A block of aluminium is squeezed or stretched evenly in all directions, and the pressure that holds it at its new volume is wanted with pencil and paper. The table gives this pressure from density-functional theory for one crystal at several volumes per atom. A positive pressure belongs to a squeezed crystal, a negative one to a crystal held stretched.

VASP 6.6.1, plane-wave DFT with the PBE functional, no dispersion correction and the recommended PAW potentials, for face-centred cubic aluminium without spin polarisation. The cutoff is 520 eV, the k mesh 4 × 4 × 4 for the one-atom cell, and the Gaussian smearing 0.1 eV wide. Pressure is positive in compression.

```
volume (Å³/atom)  shortest distance (Å)  pressure (GPa)
          15.151                  2.777           9.590
          15.650                  2.808           5.870
          16.150                  2.837           2.700
          16.603                  2.864           0.240
          16.649                  2.866           0.000
          17.149                  2.895          -2.270
          17.648                  2.922          -4.190
          18.148                  2.950          -5.780
```

**(a) Why does the pressure fall as the metal expands, and why does it fall less and less steeply?**

*Solution.* Large pushes and a large pull oppose each other in a metal. The outer electrons move through the whole crystal, and confining them costs kinetic energy, so they push outwards. The electrical attraction between electrons and ions pulls inwards. For point-like ions in aluminium this pull is expected to be much larger than the kinetic push. The inner electrons keep the outer ones away from the centre of each ion and so weaken the attraction at short range; this acts as a second push, expected to be about as large as the kinetic one. At 16.649 Å³ the two pushes together balance the pull. A free-electron estimate puts the kinetic push there at the order of 100 GPa, so the pressures in the table are small differences between large terms.

For a simple electron gas the kinetic push weakens with volume $V$ as $V^{-5/3}$, the pull only as $V^{-4/3}$; the push from the ion cores is expected to fade faster still, as $V^{-2}$ in the simplest model. On expansion the pushes therefore fade faster and the pull wins, which gives tension; on compression the pushes win. The pushes also lose their steepness faster than the pull does, so around the balance each further Å³ lowers the pressure by less. In the table the fall slows from 7.5 GPa per Å³ at the squeezed end to 3.2 at the stretched end.

The same calculation suggests that the outer electrons behave as nearly free ones. The energy range filled by the outer electrons shrinks between 15.650 and 17.648 Å³ to 0.93 of its value, where free electrons would give 0.92. On this coarse mesh a few discrete levels fix the top of that range, so the ratio is a rough check of how the levels scale, not of the size of the kinetic push. The pull and the push from the cores are argued from theory and aren't tested separately here.

**(b) Turn this into a rule with two constants, and estimate the pressure at 15.151 and 18.148 Å³.**

*Solution.* The pressure runs closer to a straight line in density than in volume, so density is the handier measure. Let $V_0$ = 16.649 Å³ be the volume at zero pressure and

$$z = \frac{V_0}{V} - 1$$

the fractional excess density. The pressure $P$ vanishes at $z=0$ and varies smoothly, so for small $z$ two terms should suffice:

$$P \approx B\,z\,(1 + c\,z).$$

Here $B$ is the bulk modulus, the stiffness at zero pressure, and $c$ tells how strongly the pressure bends away from a straight line in density. For another solid both can come from tabulated elastic data: if $B'$ is the rate at which the bulk modulus grows with pressure, taken at zero pressure, then $c = (B'-1)/2$.

Two rows close to balance fix both constants, because $P/z = B + Bc\,z$ is a straight line. At 16.150 Å³ ($z$ = 0.0309) the ratio $P/z$ is 87.4 GPa, and at 17.149 Å³ ($z$ = −0.0292) it is 77.9 GPa. The line through these points meets $z=0$ at 82.5 GPa and gives $c$ = 1.92. Because $z$ is small at these rows, $c$ is sensitive to rounding and above all to an error in $V_0$; a fit to all eight rows gives 1.8. Rounded for use by hand:

$$P \approx 82\ \text{GPa} \times z\,(1 + 1.9\,z).$$

The two volumes asked for lie at the ends of the table and had no part in setting the constants.

- Squeezed, 15.151 Å³: $z = 16.649/15.151 - 1 = 0.0989$. The first step gives $82 \times 0.0989 = 8.11$ GPa, and the bracket raises it by the factor 1.188 to 9.63 GPa. The table has 9.59.
- Stretched, 18.148 Å³: $z = -0.0826$. The first step gives −6.77 GPa, and the factor 0.843 reduces the tension to −5.71 GPa. The table has −5.78.

**(c) How far can the rule be trusted?**

*Solution.* Over the whole table the rule stays within 0.07 GPa of the computed pressure. That is about 1% of the pressure, except close to balance, where a percentage loses its meaning. The bracket earns its place: without it the estimate at 15.151 Å³ is 1.5 GPa too low. A spring law, linear in volume with the same stiffness, is 2.2 GPa too low there.

A bare electron gas, kinetic push against pull with the cores left out, can be tested in the same way. On its own it is expected to balance at a far smaller volume; with its pull set equal to the kinetic push at $V_0$, it makes $B$ a third of that push, about 45 GPa instead of 82. Even when it is given the right $B$, its two powers lead to $c = 1$ instead of 1.9, and it falls 0.7 GPa short at 15.151 Å³. So it explains the signs and the direction of the bend, but neither the stiffness nor the amount of bend. It leaves out the short-range part of the ions' potential and the electrons' response to it; the table can't tell how much each contributes.

The rule is tested only to about 9% in volume either side of balance. Carried on, it puts the greatest tension at 1.36 $V_0$. A greatest tension must exist, since atoms far apart no longer pull, but its position here is mere extrapolation. At vanishing density ($z=-1$) the rule even gives a push of 74 GPa where the pressure should be zero. The stretched rows also describe a perfect crystal held uniform; an ordinary block is expected to tear at a much smaller tension than the largest in the table.

For a real piece of aluminium the calculation itself is the weaker link. Its coarse mesh of electron states is expected to shift the pressures by something like 1 GPa, which these rows can't check. It also leaves out the motion of the atoms, whose outward push at room temperature is expected to be of similar size. Either is far more than the rule's own error; divided by 82 GPa, a shift of 1 GPa means about 1% in volume. The output below lists the estimates for every row.

Printed output of the fit:

```
pressure over z, compressed calibration row (GPa): 87.38
pressure over z, stretched calibration row (GPa): 77.86
B from the two calibration rows (GPa): 82.48
c from the two calibration rows: 1.924
Estimates and misses (estimate less computed) in GPa:
     row  excess density    rule  computed  rule miss  spring miss  electron-gas miss
  15.151         0.09887    9.63      9.59    0.04048       -2.212            -0.6839
   15.65         0.06383   5.869      5.87  -0.000775      -0.9497            -0.3023
   16.15          0.0309   2.682       2.7   -0.01764      -0.2423           -0.08818
  16.603        0.002771  0.2284      0.24   -0.01162     -0.01344           -0.01218
  16.649               0       0         0          0            0                  0
  17.149        -0.02916  -2.258     -2.27    0.01163      -0.1926           -0.05103
  17.648        -0.05661  -4.143     -4.19    0.04747      -0.7303            -0.1885
  18.148         -0.0826   -5.71     -5.78    0.06986       -1.603            -0.4319
first step 82 z, most compressed row (GPa): 8.107
correction factor, most compressed row: 1.188
first step 82 z, most stretched row (GPa): -6.773
correction factor, most stretched row: 0.8431
largest miss of the rule (GPa): 0.06986
largest percentage miss, rows with z beyond 0.02: 1.209
steepest fall of pressure between rows (GPa per Å³): 7.455
gentlest fall of pressure between rows (GPa per Å³): 3.18
fit of pressure on 8 rows: coefficient of z 82.34 +/- 0.057, coefficient of zz 148.9 +/- 0.71; rms 0.00776, worst 16.15 -0.0137, leave-one-out rms 0.0144
c from the fit to all rows: 1.808
volume over V0 where the rule wrongly turns round: 1.357
pressure of the rule at vanishing density, should be 0 (GPa): 73.8
occupied width at 15.650 Å³ (eV): 10.78
occupied width at 17.648 Å³ (eV): 10.02
ratio of the widths: 0.9295
free-electron ratio of the widths: 0.923
free-electron kinetic pressure at V0, order of magnitude only (GPa): 134.3
```
